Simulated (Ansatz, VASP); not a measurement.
# KPb (KPb (I4_1/acd)) in two plane-wave programs

Wanted: the spread between two codes on one cell, functional and k mesh. Of the first pair: The structure shown is the start of the Ansatz relaxation below; VASP solves that cell, so the two are compared at the walk's first step.

Calculated with Ansatz 0.2.0; plane waves, with VASP 6.6.1 beside it; single point at PBEsol.

## Step 1: Set-up

The structure is tetragonal, space group I4_1/acd (No. 142). The conventional cell has a = 11.609 Å, b = 11.609 Å, c = 19.013 Å, α = 90.00°, β = 90.00°, γ = 90.00°. Nearest to K lie 8 Pb at 3.84 to 3.89 Å and 4 K at 4.00 to 4.07 Å. Nearest to K lie 6 Pb at 3.71 to 3.85 Å and 5 K at 4.00 to 4.07 Å. Nearest to Pb lie 3 Pb at 3.11 to 3.13 Å and 7 K at 3.71 to 3.89 Å. Farther neighbours are not listed.

## Step 2: Ansatz: relaxation, PBEsol

Ansatz runs on its default PAW (the set named soft_2) files.

The two programs are compared at the cell with which this relaxation starts, whose forces are those of its first step.

input.yaml reads:

```yaml
crystal:
  lattice:
    - [-5.8046648, 5.8046648, 9.5065629]
    - [5.8046648, -5.8046648, 9.5065629]
    - [5.8046648, 5.8046648, -9.5065629]
  atoms:
    - { symbol: K, position: [0.125, 0.74374301, 0.11874301] }
    - { symbol: K, position: [0.49374301, 0.875, 0.11874301] }
    - { symbol: K, position: [0.75625699, 0.375, 0.88125699] }
    - { symbol: K, position: [0.625, 0.00625699, 0.88125699] }
    - { symbol: K, position: [0.625, 0.50625699, 0.38125699] }
    - { symbol: K, position: [0.25625699, 0.375, 0.38125699] }
    - { symbol: K, position: [0.99374301, 0.875, 0.61874301] }
    - { symbol: K, position: [0.125, 0.24374301, 0.61874301] }
    - { symbol: K, position: [0.12293047, 0.62293047, 0.74586094] }
    - { symbol: K, position: [0.37293047, 0.12706953, 0.0] }
    - { symbol: K, position: [0.12706953, 0.37293047, 0.0] }
    - { symbol: K, position: [0.87706953, 0.37706953, 0.25413906] }
    - { symbol: K, position: [0.62706953, 0.62706953, 0.75413906] }
    - { symbol: K, position: [0.37706953, 0.12293047, 0.5] }
    - { symbol: K, position: [0.62293047, 0.87706953, 0.5] }
    - { symbol: K, position: [0.87293047, 0.87293047, 0.24586094] }
    - { symbol: Pb, position: [0.57268991, 0.25352508, 0.44292293] }
    - { symbol: Pb, position: [0.37023302, 0.68939785, 0.44292293] }
    - { symbol: Pb, position: [0.24647492, 0.92731009, 0.55707707] }
    - { symbol: Pb, position: [0.67731009, 0.62023302, 0.18083517] }
    - { symbol: Pb, position: [0.43939785, 0.49647492, 0.81916483] }
    - { symbol: Pb, position: [0.00352508, 0.06060215, 0.18083517] }
    - { symbol: Pb, position: [0.87976698, 0.82268991, 0.81916483] }
    - { symbol: Pb, position: [0.81060215, 0.12976698, 0.55707707] }
    - { symbol: Pb, position: [0.17731009, 0.99647492, 0.05707707] }
    - { symbol: Pb, position: [0.37976698, 0.56060215, 0.05707707] }
    - { symbol: Pb, position: [0.50352508, 0.32268991, 0.94292293] }
    - { symbol: Pb, position: [0.07268991, 0.62976698, 0.31916483] }
    - { symbol: Pb, position: [0.31060215, 0.75352508, 0.68083517] }
    - { symbol: Pb, position: [0.74647492, 0.18939785, 0.31916483] }
    - { symbol: Pb, position: [0.87023302, 0.42731009, 0.68083517] }
    - { symbol: Pb, position: [0.93939785, 0.12023302, 0.94292293] }
basis:
  ecutwfc: 420
  xc_grid: 2
hamiltonian:
  xc: pbesol
kpoints:
  mp_grid: { grid: [4, 4, 4] }
scf:
  occupations: { method: fermi_dirac, width: 0.01 }
  max_iter: 150
output:
  forces: true
  stress: true
relax:
  f_tol: 0.01
  max_steps: 60
  cell: {}
checkpoint:
  write: "../pbesol.run"
  compress: false
  write_wavefunctions: false
  write_every: 100000
```

Launch:

```console
ansatz run input.yaml --threads 4 --pin off --max-ram 6594MiB --backend cpu --events-out ev --progress --plain --runs-dir out
```

Numbers of over 12 decimals in the logs are rounded to 6 here.

The program printed:

```text
Engine: ansatz 0.2.0, x86_64-unknown-linux-gnu
Pseudopotentials: kind: paw
Pseudopotential: K, paw, valence charge 9, recommended cutoff 420 eV (normal), K.paw.azcp
Pseudopotential: Pb, paw, valence charge 14, recommended cutoff 420 eV (normal), Pb.paw.azcp
Functional definition: PBEsol
  exchange = pbesol_x
  correlation = pbesol_c
Crystal: 32 atoms, lattice volume = 1281.262 Å³
Basis set: ecut = 420 eV, 25039 PW (Γ), exchange–correlation on 180×180×180 points (8 copies of the dense FFT grid, shifted against one another)
Bands: 221, of which v1, the nominal top of the filled ones, is band 184 counted from 1 (183 counted from 0)
Symmetry: 16 space group operations
Space group: I41/acd (ITA 142), of the structure as read, at distance tolerance 1.1e-4 Å
k-points: 13 of 64
Non-local potential: K, projectors of the file, l = 0: 3, l = 1: 2, l = 2: 2
Non-local potential: Pb, projectors of the file, l = 0: 2, l = 1: 2, l = 2: 2, l = 3: 2
PAW form: soft (Blöchl's): semilocal exchange-correlation on the pseudo side does not see the compensation charge
PAW frozen core: K, regenerated for the run's functional, and the local potential with it (the file was generated under x = pbe(κ = 0.804, μ = 0.219515), c = pbe(β = 0.066725))
PAW frozen core: Pb, regenerated for the run's functional, and the local potential with it (the file was generated under x = pbe(κ = 0.804, μ = 0.219515), c = pbe(β = 0.066725))
PAW one-centre angular grid: K, 110 points (default); XC on 64 Gauss nodes
PAW one-centre angular grid: Pb, 590 points (default); XC on 64 Gauss nodes
Initial density: superposition of atomic densities (neutral atoms: chi_scale 0, normalization atom), corrected by the library's trained network
Initial wavefunctions: pseudopotential atomic-orbital guess
Functional: x = pbesol(κ = 0.804, μ = 0.123457), c = pbesol(β = 0.046)
SCF iter   1: F=—  HF=-212343.024750 eV  |F-HF|=—  |Δ(HF+E_count)|=         —  Δρ=2.68e-3  dr2=1.84e-1  ethr=1.77e-3  ⟨swp⟩=8.4  Hψ=10055  notcnv=0  defer=222
preconditioner: auto → Resta (q_TF=auto, 2.216 Å⁻¹)  ε∞=2.6  [insulator: Δε(μ)=0.456 eV  Ē_g=15.148 eV  σ=0.010 eV  W_gap=1.00  n_scr=238 (ndim 8)  ℏωp=19.0 eV  f_vac=0.037  D(μ)=0.00/eV (n_scr^D=0)  ε∞_Penn≈2.6]
SCF iter   2: F=—  HF=-212342.993650 eV  |F-HF|=—  |Δ(HF+E_count)|=   3.11e-2  Δρ=1.34e-3  dr2=5.32e-2  ethr=5.00e-5  ⟨swp⟩=3.5  Hψ=5268  notcnv=0  defer=394
SCF iter   3: F=—  HF=-212342.980837 eV  |F-HF|=—  |Δ(HF+E_count)|=   1.28e-2  Δρ=2.66e-4  dr2=2.23e-3  ethr=1.44e-5  ⟨swp⟩=3.9  Hψ=4782  notcnv=0  defer=394
SCF iter   4: F=—  HF=-212342.980860 eV  |F-HF|=—  |Δ(HF+E_count)|=   2.29e-5  Δρ=9.78e-5  dr2=2.99e-4  ethr=6.06e-7  ⟨swp⟩=2.0  Hψ=4663  notcnv=0  defer=394
SCF iter   5: F=—  HF=-212342.980895 eV  |F-HF|=—  |Δ(HF+E_count)|=   3.44e-5  Δρ=2.83e-5  dr2=2.03e-5  ethr=8.12e-8  ⟨swp⟩=2.0  Hψ=4663  notcnv=0  defer=394
SCF iter   6: F=—  HF=-212342.981817 eV  |F-HF|=—  |Δ(HF+E_count)|=   9.22e-4  Δρ=8.63e-6  dr2=1.70e-6  ethr=5.53e-9  ⟨swp⟩=3.0  Hψ=4800  notcnv=0  defer=394
SCF iter   7: F=—  HF=-212342.981817 eV  |F-HF|=—  |Δ(HF+E_count)|=   5.43e-7  Δρ=2.50e-6  dr2=1.22e-7  ethr=4.63e-10  ⟨swp⟩=2.7  Hψ=4599  notcnv=0  defer=394
SCF iter   8: F=-212342.981817 eV  HF=-212342.981817 eV  |F-HF|=2.33e-9  |Δ(HF+E_count)|=   9.78e-8  Δρ=5.28e-7  dr2=5.17e-9  ethr=2.72e-11  ⟨swp⟩=4.1  Hψ=8153  notcnv=0
SCF 1 converged in 8 iterations: F = -212342.981817 eV  dr2 = 5.17e-9
  greatest PAW one-centre occupation: 0.987 electrons in one spin orbital (limit 2), on the K atom at site 15 (counted from 0), in its partial waves of l = 0
relax step   1: F+E_penalty+E_count = -212342.98181742 eV  Δ(F+E_penalty+E_count) = +0.000e0 eV  max|allowed force component| = 2.577e-2 eV/Å  Δτ_max = 0.0000 Å  P = -0.391 GPa  Ω = 1281.262 Å³  (8 SCF iters, dr2 threshold 1.00e-7 eV, accepted)
[...]
relax step   4: F+E_penalty+E_count = -212343.03952210 eV  Δ(F+E_penalty+E_count) = -6.923e-4 eV  max|allowed force component| = 7.199e-3 eV/Å  Δτ_max = 0.0045 Å  P = +0.010 GPa  Ω = 1241.049 Å³  energy of the carried Pulay correction = +1.846e-3 eV  (6 SCF iters, dr2 threshold 2.84e-8 eV, accepted)
[...]
relax step   5: F+E_penalty+E_count = -212343.03772026 eV  Δ(F+E_penalty+E_count) = +1.802e-3 eV  max|allowed force component| = 7.205e-3 eV/Å  Δτ_max = 0.0000 Å  P = +0.010 GPa  Ω = 1241.049 Å³  stress off target by 1.12e-2 GPa  SCF on the basis re-selected at this cell (its energy is not comparable with the rows above)  (5 SCF iters)
basis re-selected at this cell: Δ(F+E_penalty+E_count) = +1.802e-3 eV, ΔP = -0.000 GPa vs the last step (what re-selecting the basis moved, of the pressure what is left beyond the Pulay correction that the steps carried, after the strain that the cell walked since its last selection, with what the two solves' SCF thresholds leave and, on support functions, any second-order correction that the steps lacked; it is no m [...]
SCF converged after 5 iterations
Free energy (F): -212343.037720 eV
Harris-Foulkes:  -212343.037720 eV  (|F-HF|=8.73e-11)
Internal energy: -212343.037720 eV  (E = F + TS)
E sigma→0 (E₀):  -212343.037720 eV
Fermi energy:    6.155598 eV
--- Per-component energies (eV) ---
  E_band       = -3140.482241
  E_kinetic    = 8705.707285
  E_local      = -32545.658035  (includes V_loc(G=0)·N_el)
  E_nonlocal   = 5843.189480
  E_hartree    = 12738.281944
  E_xc         = -5626.848022
  E_vxc        = -4728.480204  (∫ρ·V_xc dr)
  E_paw        = -176310.939733  (= ΣΔE_a)
  E_vpaw       = -5891.804836  (= ΣTr[D̂ρ^β])
  E_aug_tail   = 0.000687  (compensation charges beyond the density's cutoff)
  E_ewald      = -25149.491355
  E_core_change = 2.720028  (= ΣΔE_core)
  E_smearing   = -0.000000  (= −TS)
  E_closure    = -0.000000  (closes the sum)
  Σ components = -212343.037720   (vs F -212343.037720, Δ=0.00e0)
--- Forces (eV/Å), atoms counted from 1 ---
  atom   1  K     -0.00091675     0.00000000     0.00000000
  atom   2  K     -0.00000000    -0.00091675    -0.00000000
  atom   3  K      0.00000000     0.00091675    -0.00000000
  atom   4  K      0.00091675     0.00000000     0.00000000
  atom   5  K      0.00091675     0.00000000     0.00000000
  atom   6  K      0.00000000     0.00091675     0.00000000
  atom   7  K     -0.00000000    -0.00091675     0.00000000
  atom   8  K     -0.00091675     0.00000000     0.00000000
  atom   9  K     -0.00033494    -0.00033494     0.00000000
  atom  10  K      0.00033494    -0.00033494     0.00000000
  atom  11  K     -0.00033494     0.00033494    -0.00000000
  atom  12  K      0.00033494     0.00033494     0.00000000
  atom  13  K      0.00033494     0.00033494     0.00000000
  atom  14  K     -0.00033494     0.00033494     0.00000000
  atom  15  K      0.00033494    -0.00033494    -0.00000000
  atom  16  K     -0.00033494    -0.00033494     0.00000000
  atom  17  Pb     0.00447341    -0.00720525    -0.00161690
  atom  18  Pb    -0.00720525     0.00447341     0.00161690
  atom  19  Pb     0.00720525    -0.00447341     0.00161690
  atom  20  Pb     0.00447341     0.00720525     0.00161690
  atom  21  Pb    -0.00447341    -0.00720525     0.00161690
  atom  22  Pb     0.00720525     0.00447341    -0.00161690
  atom  23  Pb    -0.00720525    -0.00447341    -0.00161690
  atom  24  Pb    -0.00447341     0.00720525    -0.00161690
  atom  25  Pb    -0.00447341     0.00720525     0.00161690
  atom  26  Pb     0.00720525    -0.00447341    -0.00161690
  atom  27  Pb    -0.00720525     0.00447341    -0.00161690
  atom  28  Pb    -0.00447341    -0.00720525    -0.00161690
  atom  29  Pb     0.00447341     0.00720525    -0.00161690
  atom  30  Pb    -0.00720525    -0.00447341     0.00161690
  atom  31  Pb     0.00720525     0.00447341     0.00161690
  atom  32  Pb     0.00447341    -0.00720525     0.00161690
  max |Σ_I F_I| component: 5.20e-18 eV/Å
--- Stress (GPa, compression-positive) ---
        0.011234       0.000000       0.000000
        0.000000       0.011234      -0.000000
        0.000000      -0.000000       0.006864
  P = ⅓ Tr σ = 0.0098 GPa (0.098 kbar)
--- Relaxed structure (4 steps of the walk, 4 accepted, 1 SCFs on fresh bases) ---
  F+E_penalty+E_count = -212343.03772026 eV   max|allowed force component| = 7.205e-3 eV/Å   (the final SCF, on the basis selected at the relaxed cell)
  cell:  # Å, volume = 1241.0493 Å³
    - [-5.739957, 5.739957, 9.416982]
    - [5.739957, -5.739957, 9.416982]
    - [5.739957, 5.739957, -9.416982]
  atoms:
    - { symbol: K, position: [0.125, 0.744635, 0.119635] }
    - { symbol: K, position: [0.494635, 0.875, 0.119635] }
    - { symbol: K, position: [0.755365, 0.375000, 0.880365] }
    - { symbol: K, position: [0.625000, 0.00536456, 0.880365] }
    - { symbol: K, position: [0.625, 0.505365, 0.380365] }
    - { symbol: K, position: [0.255365, 0.375, 0.380365] }
    - { symbol: K, position: [0.994635, 0.875, 0.619635] }
    - { symbol: K, position: [0.125000, 0.244635, 0.619635] }
    - { symbol: K, position: [0.123431, 0.623431, 0.746861] }
    - { symbol: K, position: [0.373431, 0.126569, 0.0] }
    - { symbol: K, position: [0.126569, 0.373431, 0.0] }
    - { symbol: K, position: [0.876569, 0.376569, 0.253139] }
    - { symbol: K, position: [0.626569, 0.626569, 0.753139] }
    - { symbol: K, position: [0.376569, 0.123431, 0.5] }
    - { symbol: K, position: [0.623431, 0.876569, 0.5] }
    - { symbol: K, position: [0.873431, 0.873431, 0.246861] }
    - { symbol: Pb, position: [0.570467, 0.252012, 0.440736] }
    - { symbol: Pb, position: [0.370269, 0.688724, 0.440736] }
    - { symbol: Pb, position: [0.247988, 0.929533, 0.559264] }
    - { symbol: Pb, position: [0.679533, 0.620269, 0.181545] }
    - { symbol: Pb, position: [0.438724, 0.497988, 0.818455] }
    - { symbol: Pb, position: [0.00201229, 0.061276, 0.181545] }
    - { symbol: Pb, position: [0.879731, 0.820467, 0.818455] }
    - { symbol: Pb, position: [0.811276, 0.129731, 0.559264] }
    - { symbol: Pb, position: [0.179533, 0.997988, 0.059264] }
    - { symbol: Pb, position: [0.379731, 0.561276, 0.059264] }
    - { symbol: Pb, position: [0.502012, 0.320467, 0.940736] }
    - { symbol: Pb, position: [0.070467, 0.629731, 0.318455] }
    - { symbol: Pb, position: [0.311276, 0.752012, 0.681545] }
    - { symbol: Pb, position: [0.747988, 0.188724, 0.318455] }
    - { symbol: Pb, position: [0.870269, 0.429533, 0.681545] }
    - { symbol: Pb, position: [0.938724, 0.120269, 0.940736] }
```

## Step 3: VASP: single point, PBEsol, start cell, pair 1

The same cell, functional, mesh and smearing now go to VASP, with its own data sets.

Lines of VASP's logs that name or quote its potential files are left out, and so is its time.

INCAR reads:

```
SYSTEM = KPb
PREC = Accurate
ENCUT = 400
EDIFF = 1E-06
NELM = 120
ISMEAR = -1
SIGMA = 0.01
LREAL = Auto
ALGO = Normal
GGA = PS
NBANDS = 216
LORBIT = 11
LWAVE = .FALSE.
LCHARG = .FALSE.
ISIF = 2
LASPH = .TRUE.
GGA_COMPAT = .FALSE.
EFERMI = MIDGAP
KPAR = 4
```

POSCAR reads:

```
KPb
1.0
   -5.8046650000      5.8046650000      9.5065630000
    5.8046650000     -5.8046650000      9.5065630000
    5.8046650000      5.8046650000     -9.5065630000
K Pb
16 16
Direct
    0.1250000299      0.7437429720      0.1187430282
    0.4937429983      0.8749999701      0.1187429421
    0.7562569418      0.3749999701      0.8812568856
    0.6249999438      0.0062570017      0.8812569718
    0.6249999438      0.5062570017      0.3812569718
    0.2562570280      0.3749999701      0.3812569718
    0.9937429983      0.8749999701      0.6187429421
    0.1249999438      0.2437429720      0.6187429421
    0.1229304361      0.6229304361      0.7458608722
    0.3729304098      0.1270695376      0.0000000000
    0.1270695376      0.3729304098      0.0000000000
    0.8770694777      0.3770695639      0.2541390416
    0.6270694514      0.6270694514      0.7541389555
    0.3770694777      0.1229304361      0.4999999139
    0.6229304361      0.8770694777      0.4999999139
    0.8729304098      0.8729304098      0.2458608722
    0.5726898912      0.2535250471      0.4429228905
    0.3702329993      0.6893978434      0.4429228905
    0.2464749529      0.9273101088      0.5570771095
    0.6773100825      0.6202329730      0.1808351559
    0.4393978171      0.4964749266      0.8191648441
    0.0035250734      0.0606021829      0.1808351559
    0.8797670270      0.8226899175      0.8191648441
    0.8106021566      0.1297670007      0.5570771095
    0.1773100825      0.9964749266      0.0570771095
    0.3797670270      0.5606021829      0.0570771095
    0.5035250734      0.3226899175      0.9429228905
    0.0726898912      0.6297670007      0.3191648441
    0.3106021566      0.7535250471      0.6808351559
    0.7464749529      0.1893978434      0.3191648441
    0.8702329993      0.4273101088      0.6808351559
    0.9393978171      0.1202329730      0.9429228905
```

KPOINTS reads:

```
Automatic mesh
0
Gamma
4 4 4
0 0 0
```

Potentials, in the order of the species: K_sv and Pb_d (PBE family, release 64).

Launch:

```console
mpirun -np 4 vasp_std
```

The program printed:

```text
[banner, memory and clock lines left out]
running    4 mpi-ranks, on    1 nodes
[...]
|                                                                             |
|               ----> ADVICE to this user running VASP <----                  |
|                                                                             |
|     You enforced a specific xc type in the INCAR file but a different       |
|     [... a line on the potential file left out ...]
|     I HOPE YOU KNOW WHAT YOU ARE DOING!                                     |
|                                                                             |

 LDA part: xc-table for (Slater+PW92), standard interpolation
 POSCAR, INCAR and KPOINTS ok, starting setup
[...]
entering main loop
       N       E                     dE             d eps       ncg     rms          rms(c)
DAV:   1     0.398967606768E+04    0.39897E+04   -0.14718E+05  5616   0.141E+03
DAV:   2     0.392587412700E+03   -0.35971E+04   -0.35015E+04  5696   0.464E+02
DAV:   3    -0.633454049807E+02   -0.45593E+03   -0.44807E+03  7024   0.200E+02
DAV:   4    -0.892923950523E+02   -0.25947E+02   -0.25792E+02  6704   0.506E+01
[...]
DAV:  13    -0.895274283288E+02   -0.47210E-04   -0.11869E-04  7040   0.206E-02    0.107E-02
DAV:  14    -0.895274318903E+02   -0.35614E-05   -0.20413E-05  5904   0.781E-03    0.242E-03
DAV:  15    -0.895274319589E+02   -0.68612E-07   -0.19651E-06  4376   0.415E-03
   1 F= -.89527432E+02 E0= -.89527432E+02  d E =-.499597E-10
```

Parts of OUTCAR (step 3):

```text
  Total       -3.4251623     -3.4251623     -2.9714272      0.0000000     -0.0000000      0.0000000
  in kB       -4.2830574     -4.2830574     -3.7156760      0.0000000     -0.0000000      0.0000000
  external PRESSURE =      -4.0939303 kB  Pullay stress =       0.0000000 kB

 POSITION                                       TOTAL-FORCE (eV/Angst)
 -----------------------------------------------------------------------------------
      4.28086     -2.90233      7.12992         0.008706     -0.000000     -0.000000
      2.90233     -1.52381     11.88320         0.000000      0.008706     -0.000000
      2.90233      7.32847      2.37664         0.000000     -0.008706     -0.000000
      1.52381      8.70700     -2.37664        -0.008706     -0.000000     -0.000000
      1.52381      2.90233      7.12992        -0.008706     -0.000000     -0.000000
      2.90233      1.52381      2.37664         0.000000     -0.008706     -0.000000
      2.90233      4.28086     11.88320         0.000000      0.008706     -0.000000
      4.28086      2.90233     -2.37664         0.008706     -0.000000     -0.000000
      7.23180      1.42714      0.00000         0.013676      0.013676      0.000000
     -1.42714      1.42714      4.75328        -0.013676      0.013676     -0.000000
      1.42714     -1.42714      4.75328         0.013676     -0.013676     -0.000000
     -1.42714      4.37752      9.50656        -0.013676     -0.013676      0.000000
      4.37752      4.37752      4.75328        -0.013676     -0.013676      0.000000
      1.42714      4.37752     -0.00000         0.013676     -0.013676     -0.000000
[...]
-----------------------------------------------------------------------------------
    total drift:                               -0.001407      0.000076     -0.001447

  FREE ENERGIE OF THE ION-ELECTRON SYSTEM (eV)
  ---------------------------------------------------
  free  energy   TOTEN  =       -89.5274319589 eV

  energy  without entropy=      -89.5274319588  energy(sigma->0) =      -89.52743196

[... 3 further parts left out ...]
[key lines of the parts left out:]
E-fermi :   2.7387
```

The run ends at a pressure of -0.41 GPa, with forces up to 0.030 eV/Å.

## Step 4: Differences

Known differences besides the potentials themselves: the cutoff is 420 eV in Ansatz and 400 eV in VASP (PREC = Accurate, projectors in real space); Ansatz makes its cores anew for this functional, VASP keeps those of its PBE data sets. Total energies have different zeros and are not compared.

At this near-relaxed geometry the largest component of a force difference is 2 meV/Å.

(Part 1 of 2 ends here.)

[Lines on the potential files, build, host, timing and source positions are cut from VASP's logs without a mark.]

[Logs are printed without paths, hosts, clocks, repeated set-up lines and the standing remarks that a program may print on its own settings, such as how far it seeks lower states.]

[Hosts, paths, dates, database ids (printed as entryN), source tags and the programs' standing remarks are cut or masked in the printed files.]
